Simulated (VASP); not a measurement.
These are r2SCAN meta-GGA, VASP's PBE PAW potentials (set 64) (plane waves; VASP) values and carry that method's errors.

VASP input:

File KPOINTS_OPT:
```
k-points along high-symmetry lines
6
Line-mode
Reciprocal
  0.000000   0.000000   0.000000 ! GAMMA
 -0.000000   0.500000   0.000000 ! M

 -0.000000   0.500000   0.000000 ! M
 -0.333333   0.666667   0.000000 ! K

 -0.333333   0.666667   0.000000 ! K
  0.000000   0.000000   0.000000 ! GAMMA

  0.000000   0.000000   0.000000 ! GAMMA
  0.000000   0.000000   0.500000 ! A

  0.000000   0.000000   0.500000 ! A
 -0.000000   0.500000   0.500000 ! L

 -0.000000   0.500000   0.500000 ! L
 -0.333333   0.666667   0.500000 ! H

 -0.333333   0.666667   0.500000 ! H
  0.000000   0.000000   0.500000 ! A

 -0.000000   0.500000   0.500000 ! L
 -0.000000   0.500000   0.000000 ! M

 -0.333333   0.666667   0.500000 ! H
 -0.333333   0.666667   0.000000 ! K
```

**POSCAR**
```
Tc
1
    1.3677094572    -2.3689426616     0.0000000000
    1.3677094572     2.3689426616    -0.0000000000
    0.0000000000    -0.0000000000     4.3897412789
Tc
2
Direct
  0.3333330000   0.6666670000   0.2500000000
  0.6666670000   0.3333330000   0.7500000000
```

**KPOINTS**
```
Automatic mesh
0
Gamma
17 17 9
0 0 0
```

### INCAR
```
ALGO = Normal
EDIFF = 1E-7
ENCUT = 520
ISIF = 2
ISMEAR = -5
LASPH = .True.
LCHARG = .False.
LMAXMIX = 4
LMIXTAU = .True.
LORBIT = 11
LREAL = .False.
LWAVE = .False.
METAGGA = R2SCAN
NEDOS = 601
NELM = 100
PREC = Accurate
SYSTEM = Tc
```

POTCAR, in this order: Tc_pv (PBE.64 set). Program: vasp_std.

Output

### OSZICAR
```
       N       E                     dE             d eps       ncg     rms          rms(c)
DAV:   1     0.286298259749E+03    0.28630E+03   -0.17209E+04  5626   0.166E+03
DAV:   2    -0.557693330001E+02   -0.34207E+03   -0.33902E+03  6181   0.473E+02
DAV:   3    -0.644374681817E+02   -0.86681E+01   -0.85409E+01  6730   0.875E+01
DAV:   4    -0.645238361801E+02   -0.86368E-01   -0.85294E-01  6308   0.849E+00
DAV:   5    -0.645245632011E+02   -0.72702E-03   -0.72456E-03  6203   0.776E-01    0.295E+01
DAV:   6    -0.529898138945E+02    0.11535E+02   -0.11623E+01  5748   0.404E+01    0.372E+00
DAV:   7    -0.508279300858E+02    0.21619E+01   -0.13933E+00  6158   0.879E+00    0.974E-01
DAV:   8    -0.518543974284E+02   -0.10265E+01   -0.12414E+00  5844   0.771E+00    0.185E+00
DAV:   9    -0.519267886684E+02   -0.72391E-01   -0.40502E-02  5798   0.222E+00    0.513E-01
DAV:  10    -0.519350180948E+02   -0.82294E-02   -0.43050E-02  5614   0.261E+00    0.437E-01
DAV:  11    -0.519341416044E+02    0.87649E-03   -0.72296E-04  6436   0.247E-01    0.351E-01
DAV:  12    -0.519323003846E+02    0.18412E-02   -0.75743E-03  5626   0.914E-01    0.622E-02
DAV:  13    -0.519338117872E+02   -0.15114E-02   -0.10259E-03  5982   0.234E-01    0.335E-02
DAV:  14    -0.519338772484E+02   -0.65461E-04   -0.59211E-05  5843   0.660E-02    0.390E-02
DAV:  15    -0.519338971467E+02   -0.19898E-04   -0.57890E-06  5767   0.258E-02    0.474E-02
DAV:  16    -0.519338936977E+02    0.34490E-05   -0.25889E-05  5622   0.587E-02    0.272E-02
DAV:  17    -0.519339033173E+02   -0.96196E-05   -0.37823E-05  5900   0.640E-02    0.197E-03
DAV:  18    -0.519339052205E+02   -0.19032E-05   -0.19999E-06  6264   0.137E-02    0.574E-03
DAV:  19    -0.519339047520E+02    0.46850E-06   -0.86636E-07  5662   0.104E-02    0.168E-03
DAV:  20    -0.519339041709E+02    0.58111E-06   -0.18820E-08  2820   0.152E-03    0.106E-03
DAV:  21    -0.519339039815E+02    0.18938E-06   -0.37628E-08  2817   0.182E-03    0.208E-04
DAV:  22    -0.519339038818E+02    0.99685E-07   -0.28730E-09  2817   0.539E-04
   1 F= -.51933904E+02 E0= -.51933904E+02  d E =0.000000E+00
       N       E                     dE             ncg
```

### OUTCAR
```
------------------------ aborting loop because EDIFF is reached ----------------------------------------
  FORCE on cell =-STRESS in cart. coord.  units (eV):
  Direction    XX          YY          ZZ          XY          YZ          ZX
  --------------------------------------------------------------------------------------
  Total        0.0742538      0.0742538     -0.0257708      0.0000000     -0.0000000      0.0000000
  in kB        4.1822676      4.1822690     -1.4515116      0.0000000     -0.0000000      0.0000000
  external PRESSURE =       2.3043416 kB  Pullay stress =       0.0000000 kB
  volume of cell :       28.45
      direct lattice vectors                 reciprocal lattice vectors
     1.367709457 -2.368942662  0.000000000     0.365574719 -0.211064627  0.000000000
     1.367709457  2.368942662  0.000000000     0.365574719  0.211064627  0.000000000
     0.000000000  0.000000000  4.389741279     0.000000000  0.000000000  0.227803858
 POSITION                                       TOTAL-FORCE (eV/Angst)
 -----------------------------------------------------------------------------------
      1.36771      0.78965      1.09744        -0.000000      0.000000      0.000000
      1.36771     -0.78965      3.29231         0.000000     -0.000000      0.000000
 -----------------------------------------------------------------------------------
    total drift:                               -0.000000      0.000616     -0.000043
  FREE ENERGIE OF THE ION-ELECTRON SYSTEM (eV)
  ---------------------------------------------------
  free  energy   TOTEN  =       -51.9339038818 eV

  energy  without entropy=      -51.9339038818  energy(sigma->0) =      -51.93390388

 total charge

# of ion       s       p       d       tot
------------------------------------------
    1        0.481   6.506   5.108  12.095
    2        0.481   6.506   5.108  12.095
--------------------------------------------------
tot          0.961  13.012  10.217  24.189
```
(Selected blocks of OUTCAR.)

For a metal the tetrahedron method with Blöchl corrections gives inexact stress and forces.

The compound is Tc in the hcp structure. It was relaxed first.
